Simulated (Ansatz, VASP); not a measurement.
## Cross-check of Ru (Ruthenium) between VASP and Ansatz

Aim: how closely do two programs agree when they are given the same cell, functional and k mesh? The cell is taken from a series of runs on this material, whose earlier steps may have relaxed, scaled, displaced or heated it; both programs get it as it stands.

Method: plane waves, with VASP 6.6.1 beside it; zone-centre phonons at PBE with D3(BJ), in Ansatz 0.2.0.

## Step 1: The structure

The structure is hexagonal, space group P6_3/mmc (No. 194). Conventional cell: a = 2.699 Å, b = 2.699 Å, c = 4.262 Å, α = 90.00°, β = 90.00°, γ = 120.00°. Ru has 12 Ru at 2.64 to 2.70 Å nearest.

## Step 2: VASP: zone-centre phonons, PBE with D3(BJ)

Second derivatives magnify differences that forces hide, and they need a tight electronic threshold.

Lines of VASP's logs that name or quote its potential files are left out, and so is its time.

The input, INCAR:

```
SYSTEM = Ru
PREC = Accurate
ENCUT = 500
EDIFF = 1E-08
NELM = 120
ISMEAR = 1
SIGMA = 0.2
LREAL = .FALSE.
ALGO = Normal
GGA = PE
IVDW = 12
NBANDS = 20
LASPH = .TRUE.
LORBIT = 11
LWAVE = .FALSE.
LCHARG = .FALSE.
ISIF = 2
IBRION = 6
NFREE = 2
POTIM = 0.015
NSW = 1
GGA_COMPAT = .FALSE.
KPAR = 2
```

The input, POSCAR:

```
Ru
1.0
    2.6990409372      0.0000000000      0.0000000000
   -1.3495204686      2.3374380175      0.0000000000
    0.0000000000      0.0000000000      4.2616936725
Ru
2
Direct
    0.3333333333      0.6666666667      0.2500000000
    0.6666666667      0.3333333333      0.7500000000
```

The input, KPOINTS:

```
Automatic mesh
0
Gamma
21 21 12
0 0 0
```

The projector-augmented-wave data sets are Ru_pv (PBE family, release 64).

Command:

```sh
> mpirun -np 2 vasp_std
```

Numbers of over 12 decimals in the logs are rounded to 6 here.

What it wrote:

```text
[banner, memory and clock lines left out]
running    2 mpi-ranks, on    1 nodes
 distrk:  each k-point on    1 cores,    2 groups
 distr:  one band on    1 cores,    1 groups

 POSCAR found type information on POSCAR Ru
 POSCAR found :  1 types and       2 ions
 LDA part: xc-table for (Slater+PW92), standard interpolation
 POSCAR, INCAR and KPOINTS ok, starting setup
 FFT: planning ... GRIDC
 FFT: planning ... GRID_SOFT
 FFT: planning ... GRID
 WAVECAR not read
 entering main loop
       N       E                     dE             d eps       ncg     rms          rms(c)
DAV:   1     0.280043946732E+03    0.28004E+03   -0.17406E+04 13488   0.151E+03
DAV:   2    -0.139832058211E+02   -0.29403E+03   -0.28591E+03 13844   0.453E+02
DAV:   3    -0.197411535047E+02   -0.57579E+01   -0.57130E+01 15364   0.707E+01
DAV:   4    -0.197864460542E+02   -0.45293E-01   -0.45255E-01 17208   0.592E+00
DAV:   5    -0.197870934477E+02   -0.64739E-03   -0.64571E-03 15248   0.612E-01    0.182E+01
DAV:   6    -0.185407211090E+02    0.12464E+01   -0.28829E+00 15188   0.172E+01    0.499E+00
DAV:   7    -0.184588804391E+02    0.81841E-01   -0.39560E-01 15576   0.503E+00    0.114E+00
DAV:   8    -0.184524964780E+02    0.63840E-02   -0.25601E-02 15036   0.108E+00    0.235E-01
DAV:   9    -0.184522312913E+02    0.26519E-03   -0.15505E-03 15364   0.426E-01    0.353E-02
DAV:  10    -0.184522330268E+02   -0.17354E-05   -0.13046E-04 15068   0.119E-01    0.324E-02
DAV:  11    -0.184522272700E+02    0.57568E-05   -0.20432E-05 15340   0.433E-02    0.115E-03
DAV:  12    -0.184522272296E+02    0.40376E-07   -0.16385E-07 15800   0.386E-03    0.856E-04
DAV:  13    -0.184522272759E+02   -0.46274E-07   -0.14806E-09 10092   0.339E-04    0.356E-04
DAV:  14    -0.184522272813E+02   -0.54106E-08   -0.47646E-10  9216   0.232E-04
   1 F= -.19713341E+02 E0= -.19712771E+02  d E =-.171024E-02
[...]
2 F= -.19712472E+02 E0= -.19711891E+02  d E =-.174377E-02
[...]
3 F= -.19712472E+02 E0= -.19711891E+02  d E =-.174379E-02
[...]
4 F= -.19711792E+02 E0= -.19711218E+02  d E =-.172434E-02
 Finite differences progress:
  Degree of freedom:   2/  2
  Displacement:        1/  2
  Total:               3/  4
 bond charge predicted
       N       E                     dE             d eps       ncg     rms          rms(c)
DAV:   1    -0.184315666274E+02    0.19114E-01   -0.37914E+00 26036   0.384E+01    0.194E-01
DAV:   2    -0.184511911670E+02   -0.19625E-01   -0.20651E-01 20840   0.426E+00    0.111E-01
DAV:   3    -0.184508429541E+02    0.34821E-03   -0.11612E-03 24212   0.309E-01    0.614E-02
DAV:   4    -0.184506981634E+02    0.14479E-03   -0.41819E-04 23080   0.239E-01    0.163E-02
DAV:   5    -0.184506819090E+02    0.16254E-04   -0.76927E-05 23368   0.902E-02    0.712E-03
DAV:   6    -0.184506810312E+02    0.87781E-06   -0.40140E-06 23432   0.286E-02    0.714E-04
DAV:   7    -0.184506810393E+02   -0.81486E-08   -0.15084E-07 24312   0.437E-03    0.335E-04
DAV:   8    -0.184506810411E+02   -0.17835E-08   -0.11072E-08 15200   0.827E-04
   5 F= -.19711792E+02 E0= -.19711218E+02  d E =-.172436E-02
 Finite differences progress:
  Degree of freedom:   2/  2
  Displacement:        2/  2
  Total:               4/  4
```

From OUTCAR (step 2):

```text
ion  position               nearest neighbor table
   1  0.333  0.667  0.250-   2 2.64   2 2.64   2 2.64   2 2.64   2 2.64   2 2.64
   2  0.667  0.333  0.750-   1 2.64   1 2.64   1 2.64   1 2.64   1 2.64   1 2.64

  LATTYP: Found a hexagonal cell.
 ALAT       =     2.6990409372
 C/A-ratio  =     1.5789659259

 Subroutine GETGRP returns: Found 24 space group operations
 (whereof 12 operations were pure point group operations)

The static configuration has the point symmetry D_3d.
 The point group associated with its full space group is D_6h.

 Found    336 irreducible k-points:

   k-points           NKPTS =    336   k-points in BZ     NKDIM =    336   number of bands    NBANDS=     20

   dimension x,y,z NGX =    20 NGY =   20 NGZ =   32
   dimension x,y,z NGXF=    40 NGYF=   40 NGZF=   64

   ENCUT  =  500.0 eV  36.75 Ry    6.06 a.u.   4.92  4.92  7.77*2*pi/ulx,y,z

   NELECT =      28.0000    total number of electrons

 k-points in reciprocal lattice and weights: Automatic mesh
   0.00000000  0.00000000  0.00000000       0.000
   0.04761905  0.00000000  0.00000000       0.001
   0.09523810  0.00000000  0.00000000       0.001
   0.14285714  0.00000000  0.00000000       0.001
   0.19047619  0.00000000  0.00000000       0.001
   0.23809524  0.00000000  0.00000000       0.001
   0.28571429  0.00000000  0.00000000       0.001
   0.33333333  0.00000000  0.00000000       0.001
   0.38095238  0.00000000  0.00000000       0.001
[...]
0.33333333  0.28571429  0.50000000       0.002
   0.33333333  0.33333333  0.50000000       0.000

 Edisp (eV)   -1.26111

 average (electrostatic) potential at core
       1 -67.0395       2 -67.0395

 E-fermi :  13.0343

 k-point     1 :       0.0000    0.0000    0.0000
  band No.  band energies     occupation
    ...
     11      10.5874      2.00000
     12      11.0781      2.00000
     13      11.0781      2.00000
     14      11.5983      2.00000
     15      11.5983      2.00000
     16      14.2213     -0.00000
     17      14.2213     -0.00000
     18      14.3542     -0.00000
     19      23.3876      0.00000
     20      23.4278      0.00000

 k-point     2 :       0.0476    0.0000    0.0000
  band No.  band energies     occupation
    ...
     11      10.7617      2.00000
     12      11.0392      2.00000
     13      11.1407      2.00000
     14      11.5173      2.00000
     15      11.5456      2.00000
     16      13.3084     -0.06559
     17      14.2555     -0.00000
     18      15.3795     -0.00000
     19      23.3839      0.00000
     20      23.4278      0.00000

 k-point     3 :       0.0952    0.0000    0.0000
  band No.  band energies     occupation
    ...
     12      11.0462      2.00000
     13      11.2309      2.00000
     14      11.3093      2.00000
     15      11.4178      2.00000
     16      12.5349      2.00234
     17      14.3461     -0.00000
     18      16.5386     -0.00000
     19      23.3689      0.00000
     20      23.4278      0.00000

 Edisp (eV)   -1.26111

  Total      -0.00558    -0.00558     0.00836     0.00000     0.00000     0.00000
  in kB      -0.33257    -0.33257     0.49797     0.00000     0.00000     0.00000
  external pressure =       -0.06 kB  Pullay stress =        0.00 kB

  energy-cutoff  :      500.00
  volume of cell :       26.89
      direct lattice vectors                 reciprocal lattice vectors
     2.699040937  0.000000000  0.000000000     0.370501976  0.213909415  0.000000000
    -1.349520469  2.337438017  0.000000000     0.000000000  0.427818831  0.000000000
     0.000000000  0.000000000  4.261693672     0.000000000  0.000000000  0.234648493

 POSITION                                       TOTAL-FORCE (eV/Angst)
 -----------------------------------------------------------------------------------
     -0.00000      1.55829      1.05042         0.000000     -0.000000      0.206549
      1.34952      0.77915      3.19627        -0.000000      0.000000     -0.206549
 -----------------------------------------------------------------------------------
    total drift:                               -0.000000      0.000000     -0.000256

  FREE ENERGIE OF THE ION-ELECTRON SYSTEM (eV)
  ---------------------------------------------------
  free  energy   TOTEN  =       -19.7117923078 eV

  energy  without entropy=      -19.7100679511  energy(sigma->0) =      -19.71121752

 Eigenvectors and eigenvalues of the dynamical matrix
 ----------------------------------------------------

   1 f  =    8.160712 THz    51.275268 2PiTHz  272.212066 cm-1    33.749980 meV
             X         Y         Z           dx          dy          dz
     -0.000000  1.558292  1.065423    -0.000000    0.000000    0.707107
      1.349520  0.779146  3.196270     0.000000    0.000000   -0.707107

   2 f  =    6.108589 THz    38.381395 2PiTHz  203.760588 cm-1    25.263082 meV
             X         Y         Z           dx          dy          dz
     -0.000000  1.558292  1.065423    -0.000000    0.707107    0.000000
      1.349520  0.779146  3.196270    -0.000000   -0.707107    0.000000

   3 f  =    6.108589 THz    38.381395 2PiTHz  203.760588 cm-1    25.263082 meV
             X         Y         Z           dx          dy          dz
     -0.000000  1.558292  1.065423     0.707107    0.000000    0.000000
      1.349520  0.779146  3.196270    -0.707107   -0.000000    0.000000

   4 f  =    0.000000 THz     0.000000 2PiTHz    0.000000 cm-1     0.000000 meV
             X         Y         Z           dx          dy          dz
     -0.000000  1.558292  1.065423    -0.000000    0.707107    0.000000
      1.349520  0.779146  3.196270    -0.000000    0.707107    0.000000

   5 f  =    0.000000 THz     0.000000 2PiTHz    0.000000 cm-1     0.000000 meV
             X         Y         Z           dx          dy          dz
     -0.000000  1.558292  1.065423    -0.000000    0.000000    0.707107
      1.349520  0.779146  3.196270     0.000000    0.000000    0.707107

   6 f/i=    0.000000 THz     0.000000 2PiTHz    0.000000 cm-1     0.000000 meV
             X         Y         Z           dx          dy          dz
     -0.000000  1.558292  1.065423     0.707107    0.000000   -0.000000
      1.349520  0.779146  3.196270     0.707107    0.000000    0.000000

 ELASTIC MODULI CONTR FROM IONIC RELAXATION (kBar)
 Direction    XX          YY          ZZ          XY          YZ          ZX
 --------------------------------------------------------------------------------
 XX         -51.6690     51.6690      0.0000     -0.0000      0.0000      0.0000
 YY          51.6690    -51.6690     -0.0000      0.0000      0.0000      0.0000
 ZZ           0.0000     -0.0000     -0.0000      0.0000      0.0000     -0.0000
 XY          -0.0000      0.0000      0.0000    -51.6690      0.0000     -0.0000
 YZ           0.0000      0.0000      0.0000      0.0000      0.0000      0.0000
 ZX           0.0000      0.0000     -0.0000     -0.0000      0.0000     -0.0000
 --------------------------------------------------------------------------------

 total charge
# of ion       s       p       d       tot
------------------------------------------
    1        0.410   6.319   5.963  12.692
    2        0.410   6.319   5.963  12.692
--------------------------------------------------
tot          0.820  12.639  11.925  25.384

[... 3 further parts left out ...]
```

The last energy, forces, stress and levels in OUTCAR belong to the last displaced cell, not to the cell of POSCAR.

Levels, forces or a CONTCAR printed for this step are those of its last displaced cell, not of the structure at rest.

## Step 3: Ansatz: zone-centre phonons, PBE with D3(BJ)

Ansatz runs on its default PAW (the set named soft_2) files.

The same cell, functional, mesh and smearing now go to Ansatz, which takes its cutoff from its data sets.

The input, input.yaml:

```yaml
crystal:
  lattice:
    - [2.6990409372, 0.0, 0.0]
    - [-1.3495204686, 2.3374380175, 0.0]
    - [0.0, 0.0, 4.2616936725]
  atoms:
    - { symbol: Ru, position: [0.3333333333, 0.6666666667, 0.25] }
    - { symbol: Ru, position: [0.6666666667, 0.3333333333, 0.75] }
kpoints:
  mp_grid: { grid: [21, 21, 12] }
hamiltonian:
  xc: pbe
  dispersion: d3bj
scf:
  occupations: { method: methfessel_paxton, width: 0.2 }
output:
  eigenvalues: true
phonons:
  method: dfpt
```

Command:

```sh
> ansatz run input.yaml --threads 4 --pin off --max-ram 14336MiB --backend cpu --events-out ev --progress --plain --runs-dir out
```

What it wrote:

```text
zone centre: on kpoints.mp_grid the ground state, and the responses unless they are solved on pairs of k-points, stand on 847 of the mesh's 5292 k-points, reduced under 4 symmetry operations, with k and −k counted as one. Each operation leaves every solved displacement unchanged or reverses it
Engine: ansatz 0.2.0, aarch64-unknown-linux-gnu
Pseudopotentials: kind: paw
Pseudopotential: Ru, paw, valence charge 16, recommended cutoff 420 eV (normal), Ru.paw.azcp
Functional definition: PBE
  parameter kappa = 0.804
  parameter beta = 0.066725
  exchange = pbe_x(kappa = kappa, mu = beta*pi^2/3)
  correlation = pbe_c(beta = beta)
Crystal: 2 atoms, lattice volume = 26.886 Å³
Basis set: ecut = 420 eV, 537 PW (Γ), exchange–correlation on 40×40×60 points (8 copies of the dense FFT grid, shifted against one another)
Bands: 20, of which v1, the nominal top of the filled ones, is band 16 counted from 1 (15 counted from 0)
Symmetry: 24 space group operations
k-points: 847 of 5292 (irreducible under 4 space group operations, time reversal used)
Non-local potential: Ru, projectors of the file, l = 0: 3, l = 1: 2, l = 2: 2, l = 3: 1
PAW form: soft (Blöchl's): semilocal exchange-correlation on the pseudo side does not see the compensation charge
PAW one-centre angular grid: Ru, 590 points (default); XC on 64 Gauss nodes
Initial density: superposition of atomic densities (neutral atoms: chi_scale 0, normalization atom), corrected by the library's trained network
Initial wavefunctions: pseudopotential atomic-orbital guess
Functional: x = pbe(κ = 0.804, μ = 0.219515), c = pbe(β = 0.066725)
SCF iter   1: F=—  HF=-11758.619363 eV  |F-HF|=—  |Δ(HF+E_count)|=         —  Δρ=6.58e-3  dr2=2.31e-3  ethr=1.77e-3  ⟨swp⟩=5.0  Hψ=150788  notcnv=0  defer=102
automatic band count: the SCF goes on with 24 bands, as 20 were too few: they end inside the smearing window of the response
preconditioner: auto → none  [metal: Δε(μ)=0.000 eV  Ē_g=11.630 eV  σ=0.200 eV  W_gap=0.00  n_scr=8 (ndim 8)  ℏωp=28.6 eV  f_vac=0.000  D(μ)=1.76/eV (n_scr^D=22)  sad-step TF]
SCF iter   2: F=—  HF=-11758.621299 eV  |F-HF|=—  |Δ(HF+E_count)|=   1.94e-3  S|Δr|=    0.00e0  Δρ=3.85e-3  dr2=8.23e-4  ethr=7.22e-6  ⟨swp⟩=2.0  Hψ=35343  notcnv=0  defer=102
SCF iter   3: F=—  HF=-11758.622373 eV  |F-HF|=—  |Δ(HF+E_count)|=   1.07e-3  S|Δr|=    0.00e0  Δρ=3.03e-4  dr2=9.24e-6  ethr=2.57e-6  ⟨swp⟩=2.2  Hψ=24342  notcnv=0  defer=102
SCF iter   4: F=—  HF=-11758.622373 eV  |F-HF|=—  |Δ(HF+E_count)|=   5.44e-7  S|Δr|=    0.00e0  Δρ=1.21e-4  dr2=6.09e-7  ethr=2.89e-8  ⟨swp⟩=2.0  Hψ=31865  notcnv=0  defer=102
SCF iter   5: F=—  HF=-11758.622374 eV  |F-HF|=—  |Δ(HF+E_count)|=   7.76e-7  S|Δr|=    0.00e0  Δρ=2.83e-5  dr2=2.99e-8  ethr=1.90e-9  ⟨swp⟩=3.0  Hψ=30872  notcnv=0  defer=102
SCF iter   6: F=—  HF=-11758.622374 eV  |F-HF|=—  |Δ(HF+E_count)|=   6.66e-8  S|Δr|=    0.00e0  Δρ=2.05e-6  dr2=2.65e-10  ethr=9.36e-11  ⟨swp⟩=2.3  Hψ=28426  notcnv=0  defer=102
SCF iter   7: F=-11758.622374 eV  HF=-11758.622374 eV  |F-HF|=3.64e-12  |Δ(HF+E_count)|=  1.56e-10  S|Δr|=    0.00e0  Δρ=3.87e-7  dr2=7.93e-12  ethr=1.00e-12  ⟨swp⟩=7.3  Hψ=111698  notcnv=0
SCF 1 converged in 7 iterations: F = -11758.622374 eV  dr2 = 7.93e-12
  greatest PAW one-centre occupation: 0.998 electrons in one spin orbital (limit 2), on the Ru atom at site 1 (counted from 0), in its partial waves of l = 0
DFPT response loops at Γ: preconditioner auto → Kerker (q_TF=auto, 2.809 Å⁻¹) (partly filled bands, converged f_vac=0.000); β = 1.00, the filter's whole step (`scf.mixing.beta` (0.50) is not read by the response loops under this deck's `scf.mixing.preconditioner`; to damp them name `kerker` or `kerker_dos`, under which they read `scf.mixing.beta`, and type it under 1.00, their step now; both keys bind the ground state too); Broyden in place of MSR1
SCF converged after 7 iterations
Stability not checked: this state was not tested for a lower state beside it, because cold or Methfessel-Paxton smearing, or corrected tetrahedra, fill the levels in a way that the test cannot read (fill_not_monotonic; see scf.lower_state_search)
Free energy (F): -11758.622374 eV
Harris-Foulkes:  -11758.622374 eV  (|F-HF|=3.64e-12)
Internal energy: -11758.620671 eV  (E = F + TS)
E sigma→0 (E₀):  -11758.621948 eV
Entropy (-TS):   -0.001703 eV (-0.851 meV/atom)
Fermi energy:    23.822084 eV
--- Per-component energies (eV) ---
  E_band       = -97.867861
  E_kinetic    = 1029.718448
  E_local      = -2495.035737  (includes V_loc(G=0)·N_el)
  E_nonlocal   = 685.961942
  E_hartree    = 802.047727
  E_xc         = -381.761395
  E_vxc        = -479.363715  (∫ρ·V_xc dr)
  E_paw        = -6921.424599  (= ΣΔE_a)
  E_vpaw       = -443.243841  (= ΣTr[D̂ρ^β])
  E_aug_tail   = -0.000402  (compensation charges beyond the density's cutoff)
  E_ewald      = -4476.865199
  E_disp       = -1.261455  (pairwise vdW)
  E_smearing   = -0.001703  (= −TS)
  E_closure    = 0.000000  (closes the sum)
  Σ components = -11758.622374   (vs F -11758.622374, Δ=0.00e0)
--- Band table (eV; the first three rows and the last of 847) ---
  k-point 0: bands = [... 12 lower, 21.3724, 21.8677, 21.8677, 22.3807, 22.3807, 25.0107, 25.0107, 25.1384, ... 4 higher]
  k-point 1: bands = [... 12 lower, 21.3321, 21.8194, 21.8194, 22.4959, 22.4959, 24.8682, 25.0171, 25.0171, ... 4 higher]
  k-point 2: bands = [... 12 lower, 21.2204, 21.6882, 21.6882, 22.7853, 22.7853, 24.1732, 25.0202, 25.0202, ... 4 higher]
  k-point 846: bands = [... 12 lower, 21.0367, 21.0367, 22.3490, 22.3490, 25.5269, 25.5269, 28.3984, 28.3984, ... 4 higher]
--- Phonons (Γ-DFPT): 2 representative perturbations + reference, on 847 of 5292 k-points (Σ response iterations 8) ---
  k mesh reduced under 4 symmetry operations, with k and −k counted as one. Each operation leaves every solved displacement unchanged or reverses it
  ASR residual: 1.059e-4 → 0.000e0 eV/Å²; symmetrization residual: 3.464e-13 eV/Å²
  pairwise dispersion correction: d3bj (s6 = 1.0, s8 = 0.7875, a1 = 0.4289, a2_bohr = 4.4407), with the weights of each atom's references fixed at the reference crystal's, and the forces and stress that the weights' published response gives there kept as a pressure on the atom's counted neighbours (hamiltonian.dispersion)
  ASR residual per site (eV/Å²): 1.06e-4 1.06e-4
  Γ frequencies (cm⁻¹): 0.00 0.00 0.00 203.85 203.85 270.58
  non-analytic LO–TO correction: not included (Born effective charges unavailable; polar crystals: no LO–TO splitting at Γ)
```

## Step 4: Side by side

Known differences besides the potentials themselves: the data sets hold 32 valence electrons in Ansatz (on its default PAW (the set named soft_2) files) and 28 in VASP; the cutoff is 420 eV in Ansatz and 500 eV in VASP; Ansatz takes the dispersion share of the force constants at frozen C6 weights, VASP differentiates the full forces; VASP uses finite displacements, Ansatz perturbation theory. Total energies have different zeros and are not compared.

Compared:

```tsv
quantity	Ansatz	VASP	difference
optical mode 1 to 2 (cm⁻¹)	203.8	203.8	+0.04 %
optical mode 3 (cm⁻¹)	270.6	272.2	-0.60 %
```

Modes are paired by rising frequency, not by their patterns, so a pair may set unlike modes beside each other; they are those without the splitting of longitudinal modes.

## Step 5: Outcome

```json
{
 "r.m.s. difference of the optical zone-centre modes, each program's sorted by frequency (zone-centre phonons, PBE with D3(BJ))": "0.95 cm⁻¹",
 "difference in optical mode 3 (zone-centre phonons, PBE with D3(BJ))": "-0.6 %"
}
```

In words: The r.m.s. difference of the optical zone-centre modes, each program's sorted by frequency is 0.95 cm⁻¹ (zone-centre phonons, PBE with D3(BJ)). The data sets hold unlike numbers of valence electrons (32 in Ansatz and 28 in VASP), so part of the differences comes from the potentials. Among the rows given in per cent, the largest difference of the zone-centre phonons, PBE with D3(BJ) pair is in optical mode 3, -0.6 %. How closely two codes agree says nothing of how well the functional describes the real material.

[Lines on the potential files, build, host, timing and source positions are cut from VASP's logs without a mark.]

[Logs are printed without paths, hosts, clocks, repeated set-up lines and the standing remarks that a program may print on its own settings, such as how far it seeks lower states.]

[Hosts, paths, dates, database ids (printed as entryN), source tags and the programs' standing remarks are cut or masked in the printed files.]
